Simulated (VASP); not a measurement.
OSZICAR of a VASP run on CaO (rock salt):

OSZICAR:
```
       N       E                     dE             d eps       ncg     rms          rms(c)
DAV:   1     0.127876508204E+03    0.12788E+03   -0.89867E+03  1128   0.142E+03
DAV:   2    -0.175605932541E+02   -0.14544E+03   -0.13681E+03  1272   0.349E+02
DAV:   3    -0.245707537831E+02   -0.70102E+01   -0.69458E+01  1460   0.804E+01
DAV:   4    -0.248448510116E+02   -0.27410E+00   -0.27377E+00  1656   0.139E+01
DAV:   5    -0.248474881272E+02   -0.26371E-02   -0.26369E-02  1400   0.150E+00    0.764E+00
DAV:   6    -0.189884139514E+02    0.58591E+01   -0.52614E+00  1352   0.309E+01    0.274E+00
DAV:   7    -0.191790690184E+02   -0.19066E+00   -0.15985E+00  1632   0.123E+01    0.237E+00
DAV:   8    -0.196678701292E+02   -0.48880E+00   -0.18851E+00  1500   0.148E+01    0.219E+00
DAV:   9    -0.189143871544E+02    0.75348E+00   -0.78804E-01  1680   0.102E+01    0.264E-01
DAV:  10    -0.189929206151E+02   -0.78533E-01   -0.56750E-02  1356   0.271E+00    0.131E-01
DAV:  11    -0.189925341099E+02    0.38651E-03   -0.88550E-04  1496   0.325E-01    0.122E-01
DAV:  12    -0.189901649011E+02    0.23692E-02   -0.18307E-03  1488   0.558E-01    0.498E-02
DAV:  13    -0.189911578057E+02   -0.99290E-03   -0.12490E-03  1200   0.392E-01    0.296E-02
DAV:  14    -0.189911490938E+02    0.87120E-05   -0.56688E-05  1380   0.854E-02    0.315E-02
DAV:  15    -0.189911387113E+02    0.10382E-04   -0.12789E-05  1160   0.399E-02    0.225E-02
DAV:  16    -0.189911269723E+02    0.11739E-04   -0.14798E-05  1392   0.429E-02    0.462E-03
DAV:  17    -0.189911278486E+02   -0.87638E-06   -0.34306E-06  1376   0.209E-02    0.281E-03
DAV:  18    -0.189911286861E+02   -0.83750E-06   -0.11933E-06  1184   0.147E-02    0.117E-03
DAV:  19    -0.189911285397E+02    0.14649E-06   -0.19446E-07  1068   0.621E-03    0.101E-03
DAV:  20    -0.189911288381E+02   -0.29848E-06   -0.39898E-08   704   0.256E-03    0.454E-04
DAV:  21    -0.189911287344E+02    0.10372E-06   -0.63342E-09   584   0.120E-03    0.112E-04
DAV:  22    -0.189911287670E+02   -0.32617E-07   -0.23849E-09   588   0.536E-04
   1 F= -.18991129E+02 E0= -.18991129E+02  d E =-.444244E-25
```

### Question
Which electronic solver shows in the log?

### Answer
It is blocked Davidson (ALGO = Normal, or the opening steps of other solvers). The INCAR had ALGO = Normal.

### Question
Can the final energy be trusted as converged?

### Answer
The calculation finished and met its thresholds. It stopped with EDIFF = 1E-7, NELM = 100 (r2SCAN+rVV10, plane waves, VASP's PBE PAW potentials (set 64)).

The compound is CaO in the rock salt structure. This cell is one point of a volume scan, at 0.94 of the reference volume.
